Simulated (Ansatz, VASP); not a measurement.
# Ir (Ir(110)): VASP beside Ansatz

One calculation is typed for both programs; each brings its own data sets. How far apart do they land? Other levels of theory on this material are compared in a session of their own. Valence electrons are named where the data sets of a main pair hold unlike numbers.

Calculated with Ansatz 0.2.0; plane waves, with VASP 6.6.1 beside it; single point at RPBE.

## (1) The structure

The cell holds 7 atoms: 7 Ir. Its edges and angles: a = 3.840 Å, b = 2.715 Å, c = 26.146 Å, α = 90.0°, β = 90.0°, γ = 90.0°. Vacuum lies along c.

As a file:

```xyz
7
Lattice="3.8400 0.0000 0.0000 0.0000 2.7153 0.0000 0.0000 0.0000 26.1459" Properties=species:S:1:pos:R:3
Ir    0.0000    0.0000    9.0000
Ir    1.9200    1.3576   10.3576
Ir    0.0000    0.0000   11.7153
Ir    1.9200    1.3576   13.0729
Ir    0.0000    0.0000   14.4306
Ir    1.9200    1.3576   15.7882
Ir    0.0000    0.0000   17.1459
```

## (2) VASP: single point, RPBE

A single point gives forces, pressure and levels at one fixed geometry, so differences don't come from the geometry; what else differs is listed under the comparison.

Lines of VASP's logs that name or quote its potential files are left out, and so is its time.

INCAR reads:

```
SYSTEM = Ir
PREC = Normal
ENCUT = 350
EDIFF = 1E-06
NELM = 120
ISMEAR = 1
SIGMA = 0.1
LREAL = .FALSE.
ALGO = Normal
GGA = RP
NBANDS = 39
LORBIT = 11
LWAVE = .FALSE.
LCHARG = .FALSE.
KPAR = 4
IDIPOL = 3
LDIPOL = .TRUE.
DIPOL = 0.5 0.5 0.5
LVHAR = .TRUE.
LVACPOTAV = .TRUE.
```

POSCAR reads:

```
Ir
1.0
    3.8400000000      0.0000000000      0.0000000000
    0.0000000000      2.7152900398      0.0000000000
    0.0000000000      0.0000000000     26.1458701193
Ir
7
Direct
    0.0000000000      0.0000000000      0.3442226233
    0.5000000000      0.5000000000      0.3961484155
    0.0000000000      0.0000000000      0.4480742078
    0.5000000000      0.5000000000      0.5000000000
    0.0000000000      0.0000000000      0.5519257922
    0.5000000000      0.5000000000      0.6038515845
    0.0000000000      0.0000000000      0.6557773767
```

KPOINTS reads:

```
Automatic mesh
0
Gamma
7 9 1
0 0 0
```

The projector-augmented-wave data sets are Ir (PBE family, release 64).

Command:

```sh
mpirun -np 4 vasp_std
```

Numbers of over 12 decimals in the logs are rounded to 6 here.

The program printed:

```text
[banner, memory and clock lines left out]
running    4 mpi-ranks, on    1 nodes
 distrk:  each k-point on    1 cores,    4 groups
 distr:  one band on    1 cores,    1 groups

 POSCAR found type information on POSCAR Ir
 POSCAR found :  1 types and       7 ions
|                                                                             |
|               ----> ADVICE to this user running VASP <----                  |
|                                                                             |
|     You enforced a specific xc type in the INCAR file but a different       |
|     [... a line on the potential file left out ...]
|     I HOPE YOU KNOW WHAT YOU ARE DOING!                                     |
|                                                                             |

 LDA part: xc-table for (Slater+PW92), standard interpolation
 POSCAR, INCAR and KPOINTS ok, starting setup
 FFT: planning ... GRIDC
 FFT: planning ... GRID_SOFT
 FFT: planning ... GRID
 WAVECAR not read
 entering main loop
       N       E                     dE             d eps       ncg     rms          rms(c)
DAV:   1     0.491397106233E+03    0.49140E+03   -0.20951E+04  1568   0.101E+03
DAV:   2    -0.104159049889E+02   -0.50181E+03   -0.46605E+03  1702   0.378E+02
DAV:   3    -0.546113279901E+02   -0.44195E+02   -0.40281E+02  2138   0.994E+01
DAV:   4    -0.571315992137E+02   -0.25203E+01   -0.23553E+01  2061   0.243E+01
DAV:   5    -0.572272346656E+02   -0.95635E-01   -0.93443E-01  2278   0.374E+00    0.342E+01
DAV:   6    -0.552895639331E+02    0.19377E+01   -0.10047E+01  2293   0.259E+01    0.205E+01
DAV:   7    -0.826866655559E+02   -0.27397E+02   -0.11037E+02  2695   0.996E+01    0.431E+01
DAV:   8    -0.618708176741E+02    0.20816E+02   -0.26069E+01  2566   0.441E+01    0.229E+01
DAV:   9    -0.560792948341E+02    0.57915E+01   -0.22766E+01  2464   0.469E+01    0.135E+01
DAV:  10    -0.536897969433E+02    0.23895E+01   -0.79263E+00  2538   0.231E+01    0.274E+00
DAV:  11    -0.537449527491E+02   -0.55156E-01   -0.10455E+00  2247   0.783E+00    0.250E+00
DAV:  12    -0.537020976783E+02    0.42855E-01   -0.14174E-01  2325   0.408E+00    0.166E+00
DAV:  13    -0.536991652540E+02    0.29324E-02   -0.14679E-02  2332   0.869E-01    0.129E+00
DAV:  14    -0.537043075306E+02   -0.51423E-02   -0.12990E-02  2274   0.105E+00    0.113E+00
[...]
DAV:  20    -0.536959136705E+02   -0.48567E-04   -0.38738E-05  1876   0.556E-02    0.187E-02
DAV:  21    -0.536959562292E+02   -0.42559E-04   -0.83045E-06  1612   0.134E-02    0.166E-02
DAV:  22    -0.536959943542E+02   -0.38125E-04   -0.55871E-06  1478   0.154E-02    0.579E-03
DAV:  23    -0.536960149525E+02   -0.20598E-04   -0.21669E-06  1152   0.723E-03    0.790E-03
DAV:  24    -0.536960249824E+02   -0.10030E-04   -0.58054E-07  1104   0.595E-03    0.379E-03
DAV:  25    -0.536960365348E+02   -0.11552E-04   -0.22075E-06  1146   0.507E-03    0.641E-03
DAV:  26    -0.536960395259E+02   -0.29911E-05   -0.10402E-06  1141   0.942E-03    0.184E-03
DAV:  27    -0.536960405031E+02   -0.97714E-06   -0.24044E-07   885   0.315E-03
|                                                                             |
|           W    W    AA    RRRRR   N    N  II  N    N   GGGG   !!!           |
|           W    W   A  A   R    R  NN   N  II  NN   N  G    G  !!!           |
|           W    W  A    A  R    R  N N  N  II  N N  N  G       !!!           |
|           W WW W  AAAAAA  RRRRR   N  N N  II  N  N N  G  GGG   !            |
|           WW  WW  A    A  R   R   N   NN  II  N   NN  G    G                |
|           W    W  A    A  R    R  N    N  II  N    N   GGGG   !!!           |
|                                                                             |
|     Did not find any points to average over, which means that no vacuum     |
|     field-free region was found. Please increase the size of  your cell     |
|     in the dimension of the dipole correction to obtain accurate            |
|     workfunction values.                                                    |
|                                                                             |

   1 F= -.53696041E+02 E0= -.53697405E+02  d E =0.409378E-02
```

Parts of OUTCAR (step 2):

```text
ion  position               nearest neighbor table
   1  0.000  0.000  0.344-   2 2.72   2 2.72   2 2.72   2 2.72   3 2.72
   2  0.500  0.500  0.396-   1 2.72   1 2.72   1 2.72   1 2.72   4 2.72   3 2.72   3 2.72   3 2.72
                             3 2.72
   3  0.000  0.000  0.448-   5 2.72   4 2.72   4 2.72   4 2.72   4 2.72   1 2.72   2 2.72   2 2.72
                             2 2.72   2 2.72
   4  0.500  0.500  0.500-   3 2.72   5 2.72   3 2.72   5 2.72   3 2.72   5 2.72   3 2.72   5 2.72
                             2 2.72   6 2.72
   5  0.000  0.000  0.552-   3 2.72   4 2.72   4 2.72   4 2.72   4 2.72   7 2.72   6 2.72   6 2.72
                             6 2.72   6 2.72
   6  0.500  0.500  0.604-   7 2.72   7 2.72   7 2.72   7 2.72   4 2.72   5 2.72   5 2.72   5 2.72
                             5 2.72
   7  0.000  0.000  0.656-   6 2.72   6 2.72   6 2.72   6 2.72   5 2.72

  LATTYP: Found a simple orthorhombic cell.
 ALAT       =     2.7152900398
 B/A-ratio  =     1.4142135624
 C/A-ratio  =     9.6291260735

 Subroutine GETGRP returns: Found  8 space group operations
 (whereof  8 operations were pure point group operations)

The static configuration has the point symmetry D_2h.

 Found     20 irreducible k-points:

   k-points           NKPTS =     20   k-points in BZ     NKDIM =     20   number of bands    NBANDS=     39

   dimension x,y,z NGX =    18 NGY =   12 NGZ =  120
   dimension x,y,z NGXF=    36 NGYF=   24 NGZF=  240

   ENCUT  =  350.0 eV  25.72 Ry    5.07 a.u.   5.86  4.14 39.88*2*pi/ulx,y,z

   NELECT =      63.0000    total number of electrons

 k-points in reciprocal lattice and weights: Automatic mesh
   0.00000000  0.00000000  0.00000000       0.016
   0.14285714  0.00000000  0.00000000       0.032
   0.28571429  0.00000000  0.00000000       0.032
   0.42857143  0.00000000  0.00000000       0.032
   0.00000000  0.11111111  0.00000000       0.032
   0.14285714  0.11111111  0.00000000       0.063
   0.28571429  0.11111111  0.00000000       0.063
   0.42857143  0.11111111  0.00000000       0.063
   0.00000000  0.22222222  0.00000000       0.032
[...]
0.28571429  0.44444444  0.00000000       0.063
   0.42857143  0.44444444  0.00000000       0.063

 dipolmoment           0.000000      0.000000     -0.000000 electrons x Angstroem

 average (electrostatic) potential at core
       1 -57.6346       2 -58.4710       3 -58.5603       4 -58.4561       5 -58.5603
       6 -58.4710       7 -57.6346

 E-fermi :   0.6262

 k-point     1 :       0.0000    0.0000    0.0000
  band No.  band energies     occupation
    ...
     28      -0.4746      2.00000
     29      -0.3332      2.00000
     30      -0.1784      2.00000
     31      -0.0367      2.00000
     32       0.1028      2.00000
     33       0.7430     -0.06984
     34       0.8972     -0.00086
     35       1.1671     -0.00000
     36       1.1691     -0.00000
     37       1.3781     -0.00000
    ...

 k-point     2 :       0.1429    0.0000    0.0000
  band No.  band energies     occupation
    ...
     29      -0.3270      2.00000
     30      -0.2088      2.00000
     31       0.1877      2.00000
     32       0.3569      2.00094
     33       0.5021      2.07084
     34       0.7827     -0.04934
     35       1.1386     -0.00000
     36       1.2414     -0.00000
     37       1.2752     -0.00000
     38       1.7868     -0.00000
    ...

 k-point     3 :       0.2857    0.0000    0.0000
  band No.  band energies     occupation
    ...
     29      -0.0804      2.00000
     30       0.0302      2.00000
     31       0.1163      2.00000
     32       0.3801      2.00276
     33       0.4894      2.06575
     34       0.8655     -0.00368
     35       1.0473     -0.00000
     36       1.1383     -0.00000
     37       1.3161     -0.00000
     38       1.3700     -0.00000
    ...

  Total        0.4367638      0.3613701     -1.0143784      0.0000000      0.0000000      0.0000000
  in kB        2.5668868      2.1237934     -5.9615616      0.0000000      0.0000000      0.0000000
  external PRESSURE =      -0.4236271 kB  Pullay stress =       0.0000000 kB

  energy-cutoff  :      350.00
  volume of cell :      272.62
      direct lattice vectors                 reciprocal lattice vectors
     3.840000000  0.000000000  0.000000000     0.260416667  0.000000000  0.000000000
     0.000000000  2.715290040  0.000000000     0.000000000  0.368284782  0.000000000
     0.000000000  0.000000000 26.145870119     0.000000000  0.000000000  0.038246958

 POSITION                                       TOTAL-FORCE (eV/Angst)
 -----------------------------------------------------------------------------------
      0.00000      0.00000      9.00000        -0.000000     -0.000000      0.842749
      1.92000      1.35765     10.35765        -0.000000     -0.000000     -1.002931
      0.00000      0.00000     11.71529        -0.000000     -0.000000     -0.230575
      1.92000      1.35765     13.07294        -0.000000     -0.000000     -0.000000
      0.00000      0.00000     14.43058         0.000000     -0.000000      0.230575
      1.92000      1.35765     15.78823        -0.000000      0.000000      1.002931
      0.00000      0.00000     17.14587        -0.000000     -0.000000     -0.842749
 -----------------------------------------------------------------------------------
    total drift:                                0.000000     -0.000000     -0.000000

  FREE ENERGIE OF THE ION-ELECTRON SYSTEM (eV)
  ---------------------------------------------------
  free  energy   TOTEN  =       -53.6960405031 eV

  energy  without entropy=      -53.7001342846  energy(sigma->0) =      -53.69740510

 vacuum level on the upper side and lower side of the slab         5.528         5.528

 total charge
# of ion       s       p       d       tot
------------------------------------------
    1        0.635   0.433   6.950   8.017
    2        0.668   0.699   6.903   8.270
    3        0.675   0.735   6.965   8.375
    4        0.675   0.728   6.992   8.396
    5        0.675   0.735   6.965   8.375
    6        0.668   0.699   6.903   8.270
    7        0.635   0.433   6.950   8.017
--------------------------------------------------
tot          4.630   4.464  48.626  57.720

[... 3 further parts left out ...]
```

This run has no spin polarisation. Its electron count is odd, so without a moment it is a metal by construction.

(Part 1 of 2 ends here.)

[Lines on the potential files, build, host, timing and source positions are cut from VASP's logs without a mark.]

[Logs are printed without paths, hosts, clocks, repeated set-up lines and the standing remarks that a program may print on its own settings, such as how far it seeks lower states.]

[Hosts, paths, dates, database ids (printed as entryN), source tags and the programs' standing remarks are cut or masked in the printed files.]
